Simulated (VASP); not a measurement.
Input:

```yaml
crystal:
  lattice:
    - [1.50902, -2.61370, 0.00000]
    - [1.50902, 2.61370, 0.00000]
    - [0.00000, 0.00000, 3.18648]
  atoms:
    - { symbol: Ti, position: [0.00000, 0.00000, 0.00000] }
    - { symbol: B, position: [0.33333, 0.66667, 0.50000] }
    - { symbol: B, position: [0.66667, 0.33333, 0.50000] }
```

Method: PBEsol GGA, VASP's PBE PAW potentials (set 64) (plane waves; VASP 6.6.1). Settings: 520 eV cut-off, 12×12×10 Γ-centred mesh, first-order Methfessel-Paxton smearing of 0.10 eV, potentials Ti_sv B.

**Question.** Estimate the energy per atom (σ→0), band gap (on the k-mesh) with the smallest direct gap where there is one.

**Answer.** 
```
Item                                                         Value
------------------------  ----------------------------------------
band gap (on the k-mesh)  none (metal, semimetal or under 0.01 eV)
energy per atom (σ→0)                               -8.597 eV/atom
```

Total energies compare only between runs with the same potentials, cut-off and functional.

The compound is TiB2 in the AlB2 type structure. It was relaxed first.
